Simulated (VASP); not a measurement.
Computed with LDA (Ceperley-Alder, Perdew-Zunger), VASP's LDA PAW potentials (set 64) (plane waves; VASP).

VASP input:

**KPOINTS**
```
Automatic mesh
0
Gamma
12 12 12
0 0 0
```

**INCAR**
```
SYSTEM = LiF
PREC = Accurate; ENCUT = 620; LREAL = .FALSE.
LASPH = .TRUE.
EDIFF = 1E-6; NELM = 100; ALGO = Normal
ISMEAR = 0; SIGMA = 0.05
IBRION = 2; NSW = 40; ISIF = 3
EDIFFG = -0.02
LWAVE = .FALSE.; LCHARG = .FALSE.
```

File POSCAR:
```
LiF
1.0
  0.0000000000   1.9527207814   1.9527207814
  1.9527207814   0.0000000000   1.9527207814
  1.9527207814   1.9527207814   0.0000000000
Li F
1 1
Direct
  0.0000000000   0.0000000000   0.0000000000
  0.5000000000   0.5000000000   0.5000000000
```

POTCAR, in this order: Li_sv F (LDA.64 set). Program: vasp_std.

Output

OUTCAR:
```
 ion  position               nearest neighbor table
   1  0.000  0.000  0.000-   2 1.95   2 1.95   2 1.95   2 1.95   2 1.95   2 1.95
   2  0.500  0.500  0.500-   1 1.95   1 1.95   1 1.95   1 1.95   1 1.95   1 1.95
  LATTYP: Found a face centered cubic cell.
 ALAT       =     3.9054415628
 Subroutine PRICEL returns:
 Original cell was already a primitive cell.
 Subroutine GETGRP returns: Found 48 space group operations
The static configuration has the point symmetry O_h .
The dynamic configuration has the point symmetry O_h .
 Subroutine INISYM returns: Found 48 space group operations
 Subroutine IBZKPT returns following result:
 Found     72 irreducible k-points:

 Following reciprocal coordinates:
            Coordinates               Weight
  0.000000  0.000000  0.000000      1.000000
  0.083333  0.000000  0.000000      8.000000
  0.166667  0.000000  0.000000      8.000000
  0.250000  0.000000  0.000000      8.000000
  0.333333  0.000000  0.000000      8.000000
  0.416667  0.000000  0.000000      8.000000
  0.500000  0.000000  0.000000      4.000000
  0.083333  0.083333  0.000000      6.000000
  0.166667  0.083333  0.000000     24.000000
  0.250000  0.083333  0.000000     24.000000
  0.333333  0.083333  0.000000     24.000000
  0.416667  0.083333  0.000000     24.000000
  0.500000  0.083333  0.000000     24.000000
 -0.416667  0.083333  0.000000     24.000000
 -0.333333  0.083333  0.000000     24.000000
 -0.250000  0.083333  0.000000     24.000000
 -0.166667  0.083333  0.000000     24.000000
 -0.083333  0.083333  0.000000     12.000000
  0.166667  0.166667  0.000000      6.000000
  0.250000  0.166667  0.000000     24.000000
  0.333333  0.166667  0.000000     24.000000
  0.416667  0.166667  0.000000     24.000000
  0.500000  0.166667  0.000000     24.000000
 -0.416667  0.166667  0.000000     24.000000
 -0.333333  0.166667  0.000000     24.000000
 -0.250000  0.166667  0.000000     24.000000
 -0.166667  0.166667  0.000000     12.000000
  0.250000  0.250000  0.000000      6.000000
  0.333333  0.250000  0.000000     24.000000
  0.416667  0.250000  0.000000     24.000000
  0.500000  0.250000  0.000000     24.000000
 -0.416667  0.250000  0.000000     24.000000
 -0.333333  0.250000  0.000000     24.000000
 -0.250000  0.250000  0.000000     12.000000
  0.333333  0.333333  0.000000      6.000000
  0.416667  0.333333  0.000000     24.000000
  0.500000  0.333333  0.000000     24.000000
 -0.416667  0.333333  0.000000     24.000000
 -0.333333  0.333333  0.000000     12.000000
  0.416667  0.416667  0.000000      6.000000
   k-points           NKPTS =     72   k-points in BZ     NKDIM =     72   number of bands    NBANDS=      9
   number of dos      NEDOS =    301   number of ions     NIONS =      2
   total plane-waves  NPLWV =  13824
   dimension x,y,z NGX =    24 NGY =   24 NGZ =   24
   dimension x,y,z NGXF=    48 NGYF=   48 NGZF=   48
   ions per type =               1   1
   PREC   = accura    normal or accurate (medium, high low for compatibility)
   ISTART =      0    job   : 0-new  1-cont  2-samecut
   ICHARG =      2    charge: 1-file 2-atom 10-const
   ISPIN  =      1    spin polarized calculation?
   LNONCOLLINEAR =      F non collinear calculations
   LSORBIT =      F    spin-orbit coupling
   INIWAV =      1    electr: 0-lowe 1-rand  2-diag
   ENCUT  =  620.0 eV  45.57 Ry    6.75 a.u.   5.61  5.61  5.61*2*pi/ulx,y,z
   NELM   =    100;   NELMIN=  2; NELMDL= -5     # of ELM steps
   EDIFF  = 0.1E-05   stopping-criterion for ELM
   LREAL  =      F    real-space projection
   NLSPLINE    = F    spline interpolate recip. space projectors
   LMAXMIX     =    2 max onsite mixed and CHGCAR
...
```

**OSZICAR**
```
       N       E                     dE             d eps       ncg     rms          rms(c)
DAV:   1     0.337419943442E+02    0.33742E+02   -0.63435E+03  1400   0.127E+03
DAV:   2    -0.985462813186E+01   -0.43597E+02   -0.42746E+02  1392   0.222E+02
DAV:   3    -0.109835901409E+02   -0.11290E+01   -0.11267E+01  1692   0.333E+01
DAV:   4    -0.109935747908E+02   -0.99846E-02   -0.99798E-02  1624   0.335E+00
DAV:   5    -0.109936664496E+02   -0.91659E-04   -0.91657E-04  1759   0.224E-01    0.423E+00
DAV:   6    -0.105186725473E+02    0.47499E+00   -0.24186E+00  1332   0.123E+01    0.131E+00
DAV:   7    -0.105081188556E+02    0.10554E-01   -0.18512E-02  1747   0.147E+00    0.779E-01
DAV:   8    -0.105030534307E+02    0.50654E-02   -0.89440E-03  1911   0.128E+00    0.846E-02
DAV:   9    -0.105030526219E+02    0.80880E-06   -0.59892E-04  1426   0.288E-01    0.357E-02
DAV:  10    -0.105030624435E+02   -0.98216E-05   -0.40093E-05  1509   0.611E-02    0.406E-03
DAV:  11    -0.105030622632E+02    0.18030E-06   -0.78901E-07  1194   0.122E-02
   1 F= -.10503062E+02 E0= -.10503062E+02  d E =-.105031E+02
       N       E                     dE             d eps       ncg     rms          rms(c)
DAV:   1    -0.105041358709E+02   -0.10734E-02   -0.19149E-02  1299   0.146E+00    0.255E-01
DAV:   2    -0.105032048136E+02    0.93106E-03   -0.52866E-03  1365   0.614E-01    0.478E-02
DAV:   3    -0.105031825856E+02    0.22228E-04   -0.33879E-05  1805   0.730E-02    0.271E-02
DAV:   4    -0.105031714750E+02    0.11111E-04   -0.11418E-05  1888   0.340E-02    0.181E-03
DAV:   5    -0.105031714997E+02   -0.24673E-07   -0.50519E-07   856   0.810E-03
   2 F= -.10503171E+02 E0= -.10503171E+02  d E =-.109236E-03
```

### OUTCAR
```
------------------------ aborting loop because EDIFF is reached ----------------------------------------
  FORCE on cell =-STRESS in cart. coord.  units (eV):
  Direction    XX          YY          ZZ          XY          YZ          ZX
  --------------------------------------------------------------------------------------
  Total       -0.0209216     -0.0209216     -0.0209216     -0.0000000      0.0000000      0.0000000
  in kB       -2.2582950     -2.2582950     -2.2582950     -0.0000000      0.0000000      0.0000000
  external PRESSURE =      -2.2582950 kB  Pullay stress =       0.0000000 kB
  volume of cell :       14.84
      direct lattice vectors                 reciprocal lattice vectors
     0.000000000  1.950584979  1.950584979    -0.256333359  0.256333359  0.256333359
     1.950584979  0.000000000  1.950584979     0.256333359 -0.256333359  0.256333359
     1.950584979  1.950584979 -0.000000000     0.256333359  0.256333359 -0.256333359
  FREE ENERGIE OF THE ION-ELECTRON SYSTEM (eV)
  ---------------------------------------------------
  free  energy   TOTEN  =       -10.5031714997 eV

  energy  without entropy=      -10.5031714997  energy(sigma->0) =      -10.50317150

 reached required accuracy - stopping structural energy minimisation
```
(Selected blocks of OUTCAR.)

CONTCAR:
```
LiF
   1.00000000000000
     0.0000000000000000    1.9505849790440242    1.9505849790440242
     1.9505849790440242    0.0000000000000000    1.9505849790440242
     1.9505849790440242    1.9505849790440242   -0.0000000000000000
  Li              F
     1     1
Direct
     0.0000000000000000    1.0000000000000000    1.0000000000000000
     0.5000000000000000    0.5000000000000000    0.5000000000000000
```

The compound is LiF in the rock salt structure. This run relaxes it. Symmetry was kept, so distortions that lower it aren't found.
